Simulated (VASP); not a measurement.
# CdInBS4 (P1) in VASP: single point with PBE

Aim: the single point of CdInBS4 with PBE.

Program: VASP 6.6.1. These are calculated values, not measurements. Logs are shortened: lines on timing, memory, paths and dates and some standing lists are left out, and cuts for length are marked.

### 1 The structure

The typed cell holds 7 atoms: a = 3.840 Å, b = 3.778 Å, c = 12.511 Å, α = 85.98°, β = 92.80°, γ = 118.34°.

The cell was built by a generator and needn't be a form met in nature.

### 2 Single point, PBE

INCAR reads:

```
SYSTEM = CdInBS4
PREC = Accurate
ENCUT = 520
EDIFF = 1E-6
ISMEAR = -1
SIGMA = 0.0478
LREAL = .FALSE.
LASPH = .TRUE.
NELM = 60
ALGO = Normal
ISIF = 2
LWAVE = .FALSE.
LCHARG = .FALSE.
GGA = PE
NBANDS = 35
```

KPOINTS reads:

```
Automatic mesh
0
Gamma
  5 5 2
  0 0 0.5
```

POSCAR reads:

```
CdInBS4
1.0
    3.8382460000      0.0743040000     -0.0949970000
   -1.8547740000      3.2882800000      0.1337730000
   -0.3087690000      0.3238010000     12.5033610000
S B In Cd
4 1 1 1
Direct
    0.0207630000      0.9855640000      0.3582750000
    0.3913730000      0.6730660000      0.1053320000
    0.6014220000      0.3035250000      0.9267570000
    0.3479370000      0.7294120000      0.5888680000
    0.2746520000      0.6429480000      0.2880660000
    0.3157570000      0.6283240000      0.8081760000
    0.0774820000      0.0327490000      0.5400020000
```

Potentials or basis: VASP PAW PBE potentials, release 64 (S, B, In_d, Cd).

Launch:

```console
> cat potpaw_PBE.64/S/POTCAR potpaw_PBE.64/B/POTCAR potpaw_PBE.64/In_d/POTCAR potpaw_PBE.64/Cd/POTCAR > POTCAR
> mpirun -np 1 vasp_std > vasp.out
```

OUTCAR:

```text
SYSTEM = CdInBS4
   PREC = Accurate
   ENCUT = 520
   EDIFF = 1E-6
   ISMEAR = -1
   LREAL = .FALSE.
   LASPH = .TRUE.
   NELM = 60
   ISIF = 2
   GGA = PE

 ion  position               nearest neighbor table
   1  0.021  0.986  0.358-   5 2.20   7 2.28   5 2.32
   2  0.391  0.673  0.105-   5 2.34
   3  0.601  0.304  0.927-   6 2.40   6 2.76   6 2.86
   4  0.348  0.729  0.589-   7 1.93   7 2.44   7 2.56   6 2.74
   5  0.275  0.643  0.288-   1 2.20   1 2.32   2 2.34
   6  0.316  0.628  0.808-   3 2.40   4 2.74   3 2.76   3 2.86   7 3.84
   7  0.077  0.033  0.540-   4 1.93   1 2.28   4 2.44   4 2.56   6 3.84

  LATTYP: Found a triclinic cell.
 ALAT       =     3.7776801301
 B/A-ratio  =     1.0334866147
 C/A-ratio  =     3.8419337990
 COS(alpha) =     0.0085662043
 COS(beta)  =     0.4462774637
 COS(gamma) =     0.5006127641

  Lattice vectors:

 A1 = (   1.8547740000,  -3.2882800000,  -0.1337730000)
 A2 = (  -1.9834720000,  -3.3625840000,  -0.0387760000)
 A3 = (   6.0017890000,  -3.5377770000, -12.7321310000)

Analysis of symmetry for initial positions (statically):
=====================================================================
 Subroutine PRICEL returns:
 Original cell was already a primitive cell.

 Routine SETGRP: Setting up the symmetry group for a
 triclinic supercell.

 Subroutine GETGRP returns: Found  1 space group operations
 (whereof  1 operations were pure point group operations)
 out of a pool of  2 trial point group operations.

The static configuration has the point symmetry C_1 .

Analysis of symmetry for dynamics (positions and initial velocities):
=====================================================================
 Subroutine PRICEL returns:
 Original cell was already a primitive cell.

 Routine SETGRP: Setting up the symmetry group for a
 triclinic supercell.

 Subroutine GETGRP returns: Found  1 space group operations
 (whereof  1 operations were pure point group operations)
 out of a pool of  2 trial point group operations.

The dynamic configuration has the point symmetry C_1 .

 Subroutine INISYM returns: Found  1 space group operations
 (whereof  1 operations are pure point group operations),
 and found     1 'primitive' translations

[... 105 lines left out ...]
   EDIFFG = 0.1E-04   stopping-criterion for IOM
   NSW    =      0    number of steps for IOM
   IBRION =     -1    ionic relax: 0-MD 1-quasi-New 2-CG
   NFREE  =      0    steps in history (QN), initial steepest desc. (CG)
   ISIF   =      2    stress and relaxation
   ISYM   =      2    0-nonsym 1-usesym 2-fastsym
   POTIM  = 0.5000    time-step for ionic-motion
   TEBEG  =    0.0;   TEEND  =   0.0 temperature during run
   PSTRESS=    0.0 pullay stress
   NELECT =      52.0000    total number of electrons
   NUPDOWN=      -1.0000    fix difference up-down
   EMIN   =  10.00;   EMAX   =-10.00  energy-range for DOS
   EFERMI =   0.00;   METHOD = LEGACY
   ISMEAR =    -1;   SIGMA  =   0.05  broadening in eV -4-tet -1-fermi 0-gaus
   EFERMI_NEDOS =   21; number of points for ismear=-14 and -15
   IALGO  =     38    algorithm
   IMIX   =      4    mixing-type and parameters
     AMIX     =   0.40;   BMIX     =  1.00
     AMIX_MAG =   1.60;   BMIX_MAG =  1.00
  volume/ion in A,a.u.               =      22.76       153.59
  Fermi-wavevector in a.u.,A,eV,Ry     =   1.127155  2.130015 17.285923  1.270480
  Thomas-Fermi vector in A             =   2.263840
   LORBIT       =      0    0 simple, 1 ext, 2 COOP (PROOUT), +10 PAW based schemes
   GGA     = PE    functional components
   LHFCALC =     F    Hartree Fock is set to
   AEXX    =    0.0000 exact exchange contribution
   IVDW    =     0    specifies the selected vdW correction
   LEPSILON=     F    determine dielectric tensor
   LRPA    =     F    only Hartree local field effects (RPA)
 non-spin polarized calculation
  energy-cutoff  :      520.00
  volume of cell :      159.32
 maximum number of plane-waves:      4306
 NGX is ok and might be reduce to    30
   NGX = 15   NGY = 15   NGZ = 47

 number of electron      52.0000003 magnetization

 Free energy of the ion-electron system (eV)
  ---------------------------------------------------
  ext. energy  EPLUGINS =         0.00000000
  ---------------------------------------------------
  free energy    TOTEN  =       -21.39883201 eV

  energy without entropy =      -21.37611737  energy(sigma->0) =      -21.38747469

 E-fermi :   3.9016     XC(G=0):  -9.2021

 val. band max:        3.8969845992   @ k =  -0.2000   0.0000   0.2500
 cond. band min:       3.9080144255   @ k =   0.0000   0.0000   0.2500
 fundamental gap:      0.0110298264
 Fermi energy:         3.9015658309

 k-point     1 :       0.0000    0.0000    0.2500
  band No.  band energies     occupation
      1     -11.9736      2.00000
      2     -11.3628      2.00000
      3     -11.2177      2.00000
      4     -11.1444      2.00000
      5     -11.1383      2.00000
      6     -11.1245      2.00000
[... 901 lines left out ...]
     34       8.4411      0.00000
     35       9.3619      0.00000

 [... further k-points ...]

------------------------ aborting loop because EDIFF is reached ----------------------------------------

  FORCE on cell =-STRESS in cart. coord.  units (eV):
  Direction    XX          YY          ZZ          XY          YZ          ZX
  --------------------------------------------------------------------------------------
  -------------------------------------------------------------------------------------
  Total       15.4460904      4.2396079     -1.0891569    -10.0845385     -3.3618241     11.1255927
  in kB      155.3290961     42.6343788    -10.9527886   -101.4122158    -33.8072023    111.8812730
  external PRESSURE =      62.3368955 kB  Pullay stress =       0.0000000 kB

 VOLUME and BASIS-vectors are now :
 -----------------------------------------------------------------------------
  energy-cutoff  :      520.00
  volume of cell :      159.32
      direct lattice vectors                 reciprocal lattice vectors
     3.838246000  0.074304000 -0.094997000     0.257787250  0.145300539  0.002603160
    -1.854774000  3.288280000  0.133773000    -0.006024332  0.301035501 -0.007944722
    -0.308769000  0.323801000 12.503361000     0.002023049 -0.002116815  0.080083274

 POSITION                                       TOTAL-FORCE (eV/Angst)
 -----------------------------------------------------------------------------------
     -1.85893      3.35836      4.60951         0.231995      0.323037     -4.668610
      0.22128      2.27642      1.36986        -0.688060      0.075949      3.322849
      1.45928      1.34285     11.57105         1.047963     -0.665779     -0.705902
     -0.19925      2.61504      7.42735         9.882910     -5.688322      5.040853
     -0.22729      2.22788      3.66171         0.026571     -0.304730     -2.150805
     -0.20299      2.35126     10.15897        -1.002210      0.592352      0.629819
      0.06992      0.28830      6.74886        -9.499168      5.667494     -1.468205
 -----------------------------------------------------------------------------------
    total drift:                                0.000410     -0.000285      0.000812

  FREE ENERGIE OF THE ION-ELECTRON SYSTEM (eV)
  ---------------------------------------------------
  free  energy   TOTEN  =       -21.3988320110 eV

  energy  without entropy=      -21.3761173682  energy(sigma->0) =      -21.38747469
```

OSZICAR:

```text
N       E                     dE             d eps       ncg     rms          rms(c)
DAV:   1     0.441278025422E+03    0.44128E+03   -0.23342E+04  1750   0.147E+03
DAV:   2     0.313431477234E+02   -0.40993E+03   -0.39136E+03  1835   0.361E+02
DAV:   3    -0.208673522596E+02   -0.52210E+02   -0.50177E+02  2187   0.131E+02
DAV:   4    -0.235691130608E+02   -0.27018E+01   -0.26695E+01  2092   0.295E+01
DAV:   5    -0.236766845715E+02   -0.10757E+00   -0.10745E+00  2659   0.624E+00    0.220E+01
DAV:   6    -0.221810487826E+02    0.14956E+01   -0.16028E+01  2441   0.301E+01    0.181E+01
DAV:   7    -0.220899082227E+02    0.91141E-01   -0.21103E+01  2254   0.103E+01    0.105E+01
DAV:   8    -0.214101046267E+02    0.67980E+00   -0.28087E+00  2127   0.723E+00    0.173E+00
DAV:   9    -0.214050442529E+02    0.50604E-02   -0.28334E-01  2091   0.349E+00    0.118E+00
DAV:  10    -0.213999321086E+02    0.51121E-02   -0.81268E-02  2149   0.950E-01    0.434E-01
DAV:  11    -0.213989483949E+02    0.98371E-03   -0.23928E-02  2107   0.537E-01    0.250E-01
DAV:  12    -0.213987846363E+02    0.16376E-03   -0.61287E-03  2240   0.216E-01    0.141E-01
DAV:  13    -0.213987987880E+02   -0.14152E-04   -0.74069E-04  1891   0.974E-02    0.812E-02
DAV:  14    -0.213988304286E+02   -0.31641E-04   -0.13526E-04  2113   0.553E-02    0.262E-02
DAV:  15    -0.213988319968E+02   -0.15682E-05   -0.43271E-05  2105   0.232E-02    0.142E-02
DAV:  16    -0.213988320110E+02   -0.14165E-07   -0.48788E-06  1888   0.996E-03
   1 F= -.21398832E+02 E0= -.21387475E+02  d E =-.227146E-01
```

Run time: 2.5 min. Hardware: 1 thread of Intel Xeon Platinum 8375C at 2.90GHz (Ice Lake), shared host; peak memory 0.35 GiB.

Results:

```
Free energy            : -21.3988 eV
Pressure               : 6.2 GPa
Largest force          : 12.468 eV/Å
Band gap on the k mesh : none (metal or under the smearing width)
```

Forces in eV/Å, atoms in the order of the input:
```
S    0.232  0.323 -4.669
S   -0.688  0.076  3.323
S    1.048 -0.666 -0.706
S    9.883 -5.688  5.041
B    0.027 -0.305 -2.151
In  -1.002  0.592  0.630
Cd  -9.499  5.667 -1.468
```

Caveat: the k mesh is coarse (spacing up to 0.38 Å⁻¹), so the values aren't converged; forces of over 1 eV/Å show positions far from the minimum, so gaps and moduli don't describe the material at rest.
